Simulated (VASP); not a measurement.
Given:

```yaml
crystal:
  lattice:
    - [2.94422, 0.00000, 0.00000]
    - [0.00000, 2.94422, 0.00000]
    - [0.00000, 0.00000, 2.94422]
  atoms:
    - { symbol: Zn, position: [0.50000, 0.50000, 0.50000] }
    - { symbol: Cu, position: [0.00000, 0.00000, 0.00000] }
```

The numbers are results of rev-vdW-DF2, VASP's PBE PAW potentials (set 64) (plane waves; VASP), not measurements. Settings: 520 eV cut-off, Gaussian smearing of 0.050 eV, potentials Zn Cu.

Predict the band gap (along the path) with the smallest direct gap where there is one.

The band gap (along the path) comes out as none (metal, semimetal or under 0.01 eV).

The absolute energy has meaning only against runs of the same code, potentials and settings.

The compound is CuZn in the CsCl type structure. It was relaxed first. The electron count is odd and the run is not spin-polarised, which forces a metal.
